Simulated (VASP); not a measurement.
# Lattice of ZnAu across functionals and dispersion corrections, part 2 of 2

Aim: relax ZnAu at several levels and hold each cell against experiment. The start is a cell from a database of measured crystal structures.

VASP 6.6.1, plane waves and PAW; the level of theory is named at each step.

Still holding for the runs below: This run has no spin polarisation. Its electron count is odd, so without a moment it is a metal by construction. The k-mesh is coarse for a metal.

So far. Step 2 (Relaxation with PBE): It ends with forces that vanish by symmetry and a pressure of -0.02 GPa. The volume lies +4.3 % from that of the database's start. The conventional cell has a = 3.185 Å. Step 3 (Relaxation with LDA): It ends at 14.91 Å³/atom, -3.7 % from the start, with -0.09 GPa left. The conventional cell has a = 3.101 Å.

### Step 4. Relaxation with r2SCAN

This step: r2SCAN; plane waves and PAW (Zn, Au) (VASP 6.6.1).

r2SCAN adds the kinetic-energy density, costs more than a GGA and is run with LASPH.

File INCAR:

```
SYSTEM = ZnAu
PREC = Accurate
ENCUT = 520
EDIFF = 1E-06
NELM = 100
ISMEAR = -1
SIGMA = 0.05
LREAL = .FALSE.
ALGO = Normal
METAGGA = R2SCAN
LASPH = .TRUE.
NBANDS = 17
LORBIT = 11
LWAVE = .FALSE.
LCHARG = .FALSE.
KPAR = 2
IBRION = 2
NSW = 60
ISIF = 3
EDIFFG = -0.01
```

File POSCAR:

```
ZnAu
1.0
    3.1400000000      0.0000000000      0.0000000000
    0.0000000000      3.1400000000      0.0000000000
    0.0000000000      0.0000000000      3.1400000000
Zn Au
1 1
Direct
    0.5000000000      0.5000000000      0.5000000000
    0.0000000000      0.0000000000      0.0000000000
```

File KPOINTS:

```
Automatic mesh
0
Gamma
7 7 7
0 0 0
```

Potentials, in the order of the species: Zn and Au (PBE family, release 64).

Command:

```sh
> mpirun -np 2 vasp_std
```

What it wrote:

```text
[banner, memory and clock lines left out]
running    2 mpi-ranks, on    1 nodes
[...]
[... a notice as in an earlier step ...]

 LDA part: xc-table for (None), standard interpolation
 POSCAR, INCAR and KPOINTS ok, starting setup
[...]
entering main loop
       N       E                     dE             d eps       ncg     rms          rms(c)
DAV:   1     0.709344871106E+02    0.70934E+02   -0.11842E+04   688   0.179E+03
DAV:   2    -0.604801591472E+02   -0.13141E+03   -0.12644E+03   712   0.329E+02
DAV:   3    -0.654769009688E+02   -0.49967E+01   -0.49735E+01   729   0.727E+01
DAV:   4    -0.655171548071E+02   -0.40254E-01   -0.40245E-01   805   0.562E+00
[...]
DAV:  12    -0.599501275118E+02    0.23436E-04   -0.22186E-05   777   0.511E-02    0.522E-03
DAV:  13    -0.599501243566E+02    0.31552E-05   -0.18480E-06   636   0.138E-02    0.156E-03
DAV:  14    -0.599501237517E+02    0.60488E-06   -0.18122E-07   355   0.732E-03
   1 F= -.59950124E+02 E0= -.59946864E+02  d E =-.599501E+02
[... from here on, the cycles between the ionic steps are left out ...]
   2 F= -.59949772E+02 E0= -.59946558E+02  d E =0.351359E-03
   3 F= -.59950892E+02 E0= -.59947651E+02  d E =-.768577E-03
   4 F= -.59950877E+02 E0= -.59947640E+02  d E =-.752968E-03
[...]
reached required accuracy - stopping structural energy minimisation
```

The job ended after 1.9 min (2 MPI ranks of AMD EPYC 7R43, shared host; peak memory 0.23 GiB).

OUTCAR, selected parts (step 4):

```text
  Total       -0.0068279     -0.0068279     -0.0068279     -0.0000000     -0.0000000      0.0000000
  in kB       -0.3503232     -0.3503232     -0.3503232     -0.0000000     -0.0000000      0.0000000
  external PRESSURE =      -0.3503232 kB  Pullay stress =       0.0000000 kB

 POSITION                                       TOTAL-FORCE (eV/Angst)
 -----------------------------------------------------------------------------------
      1.57451      1.57451      1.57451        -0.000000      0.000000      0.000000
      0.00000      0.00000      0.00000         0.000000      0.000000      0.000000
 -----------------------------------------------------------------------------------
    total drift:                                0.000000      0.000000     -0.000000

  FREE ENERGIE OF THE ION-ELECTRON SYSTEM (eV)
  ---------------------------------------------------
  free  energy   TOTEN  =       -59.9508767198 eV

  energy  without entropy=      -59.9444036305  energy(sigma->0) =      -59.94764018

[... 2 parts as in an earlier step ...]

[... 2 further parts left out ...]
[key lines of the parts left out:]
E-fermi :   7.1793
```

The PAW data sets were made with PBE, which is usual practice but a small mismatch for other functionals.

Relaxation path:

```csv
step,energy less that of the first step (eV),largest force (eV/Å),pressure (GPa),volume (Å³)
1,0.0000,0.0000,1.19,30.96
2,0.0004,0.0000,-1.12,31.48
3,-0.0008,0.0000,0.22,31.18
4,-0.0008,0.0000,-0.04,31.23
```

| conventional cell, symmetrised | before | after | change |
| --- | --- | --- | --- |
| a (Å) | 3.140 | 3.149 | +0.3 % |
| b (Å) | 3.140 | 3.149 | +0.3 % |
| c (Å) | 3.140 | 3.149 | +0.3 % |
| volume (Å³/atom) | 15.48 | 15.61 | +0.9 % |

Final coordinates:

```xyz
2
Lattice="3.1490 0.0000 0.0000 0.0000 3.1490 0.0000 0.0000 0.0000 3.1490" Properties=species:S:1:pos:R:3 pbc="T T T"
Zn    1.5745    1.5745    1.5745
Au    0.0000    0.0000    0.0000
```

It ends at 15.61 Å³/atom, +0.9 % from the start, with -0.04 GPa left. The conventional cell has a = 3.149 Å.

### Step 5. Relaxation with PBE + D3(BJ)

This step: PBE with D3(BJ); plane waves and PAW (Zn, Au) (VASP 6.6.1).

A dispersion term adds the long-range attraction that semilocal functionals lack. D3 with Becke-Johnson damping keeps a finite attraction at short range.

Edit INCAR of step 4 so:

```diff
@@ -9,5 +9,6 @@
 ALGO = Normal
-METAGGA = R2SCAN
+GGA = PE
+IVDW = 12
+NBANDS = 17
 LASPH = .TRUE.
-NBANDS = 17
 LORBIT = 11
```

POSCAR is that of step 4.

KPOINTS is that of step 4.

Command:

```sh
> mpirun -np 2 vasp_std
```

What it wrote:

```text
[... set-up lines as in an earlier step ...]
 entering main loop
       N       E                     dE             d eps       ncg     rms          rms(c)
[... 11 cycles as in an earlier step ...]
   1 F= -.58374475E+01 E0= -.58338970E+01  d E =-.583745E+01
[...]
N       E                     dE             d eps       ncg     rms          rms(c)
DAV:   1    -0.473805998542E+01   -0.71676E-03   -0.76850E-02   721   0.486E+00    0.508E-01
DAV:   2    -0.473264113477E+01    0.54189E-02   -0.15297E-02   774   0.281E+00    0.177E-01
DAV:   3    -0.473231606922E+01    0.32507E-03   -0.61076E-04   699   0.249E-01    0.116E-01
DAV:   4    -0.473222344182E+01    0.92627E-04   -0.46391E-05   972   0.219E-01    0.432E-02
DAV:   5    -0.473220570124E+01    0.17741E-04   -0.18741E-05   786   0.515E-02    0.407E-03
DAV:   6    -0.473220551976E+01    0.18148E-06   -0.13045E-06   371   0.148E-02
   2 F= -.58373988E+01 E0= -.58338336E+01  d E =0.487293E-04
 trial-energy change:    0.000049  1 .order    0.000011   -0.000273    0.000295
 step:   0.3862(harm=  0.4807)  dis= 0.00000  next Energy=    -5.837498 (dE=-0.506E-04)
[...]
N       E                     dE             d eps       ncg     rms          rms(c)
DAV:   1    -0.473763330712E+01   -0.54276E-02   -0.29101E-02   720   0.302E+00    0.311E-01
DAV:   2    -0.473560200203E+01    0.20313E-02   -0.57154E-03   774   0.167E+00    0.111E-01
DAV:   3    -0.473547329230E+01    0.12871E-03   -0.22539E-04   704   0.149E-01    0.724E-02
DAV:   4    -0.473543330496E+01    0.39987E-04   -0.18962E-05   977   0.133E-01    0.242E-02
DAV:   5    -0.473542553449E+01    0.77705E-05   -0.66048E-06   728   0.287E-02    0.235E-03
DAV:   6    -0.473542568705E+01   -0.15255E-06   -0.45295E-07   347   0.913E-03
   3 F= -.58374910E+01 E0= -.58339350E+01  d E =-.434902E-04
[...]
reached required accuracy - stopping structural energy minimisation
```

Wall time 22 s (2 MPI ranks); peak memory 0.23 GiB; 40 s of CPU time.

OUTCAR, selected parts (step 5):

```text
 Edisp (eV)   -1.10519

 Edisp (eV)   -1.10207

  Total       0.00387     0.00387     0.00387     0.00000     0.00000     0.00000
  in kB       0.20054     0.20054     0.20054     0.00000     0.00000     0.00000
  external pressure =        0.20 kB  Pullay stress =        0.00 kB

 POSITION                                       TOTAL-FORCE (eV/Angst)
 -----------------------------------------------------------------------------------
      1.56910      1.56910      1.56910         0.000000      0.000000      0.000000
      0.00000      0.00000      0.00000        -0.000000     -0.000000      0.000000
 -----------------------------------------------------------------------------------
    total drift:                                0.000000      0.000000     -0.000000

  FREE ENERGIE OF THE ION-ELECTRON SYSTEM (eV)
  ---------------------------------------------------
  free  energy   TOTEN  =        -5.8374909781 eV

  energy  without entropy=       -5.8303790702  energy(sigma->0) =       -5.83393502

[... 2 parts as in an earlier step ...]

[... 2 further parts left out ...]
[key lines of the parts left out:]
E-fermi :   7.4088
```

Dispersion corrections of this kind ignore metallic screening and tend to overbind metals.

Little changed from the start: no atom moved by 0.005 Å and no cell edge by 0.1 %.

It ends at 15.45 Å³/atom, -0.2 % from the start, with 0.02 GPa left. The conventional cell has a = 3.138 Å. Against plain PBE, the dispersion term moves a by -1.5 %.

### Step 6. The cells as a table

This step: relaxed cells at several levels; plane waves and PAW (VASP 6.6.1).

Derived from the runs above.

Lengths are those of the conventional cell; cost is the wall time of each run, as given at its step, times its ranks, without the set-up around it. Results by level, by row:

```
       level  volume (Å³/atom)  change from the start (%)  a (Å)  cost (core minutes)
         PBE             16.15                        4.3  3.185                  0.8
         LDA             14.91                       -3.7  3.101                    1
      r2SCAN             15.61                        0.9  3.149                  3.7
PBE + D3(BJ)             15.45                       -0.2  3.138                0.733
```

### Step 7. Outcome

| Quantity | Value |
| --- | --- |
| volume, PBE | 16.15 Å³/atom |
| volume, LDA | 14.91 Å³/atom |
| volume, r2SCAN | 15.61 Å³/atom |
| volume, PBE + D3(BJ) | 15.45 Å³/atom |

**Reading.** For ZnAu the levels give volumes between 14.91 Å³/atom (LDA) and 16.15 Å³/atom (PBE), a spread of 8.3 %, while the cost of the finished runs spans a factor of 5.0. Against the volume of the start, a cell from experiment, PBE + D3(BJ) comes nearest (-0.2 %) and PBE lies farthest (+4.3 %); thermal expansion is in that cell alone. Within 2 % of it: r2SCAN and PBE + D3(BJ). The costs hold the number of ionic steps as well as the price of the functional. Adding D3(BJ) to PBE changes the volume by -4.3 % (a by -1.5 %). Pairwise corrections of the D and TS kind ignore the screening in a metal, so they may overbind here. Within 0.02 Å all end in space group Pm-3m; the runs can't lower the symmetry of the start. The k-sampling is coarse for a metal, so the Fermi level, pressures and the shape of the cell carry errors. Spin-orbit coupling is left out. Each is a single relaxation on the plane waves of the start cell, so larger changes of volume carry a basis-set error that was not tested here. Zero-point and thermal expansion are not included.

[Lines on the potential files, build, host, timing and source positions are cut from VASP's logs without a mark.]

[Logs are printed without paths, hosts, clocks, repeated set-up lines and the standing remarks that a program may print on its own settings, such as how far it seeks lower states.]

[Hosts, paths, dates, database ids (printed as entryN), source tags and the programs' standing remarks are cut or masked in the printed files.]

[A measured line is paired with the nearest computed mode of its activity, which favours agreement.]
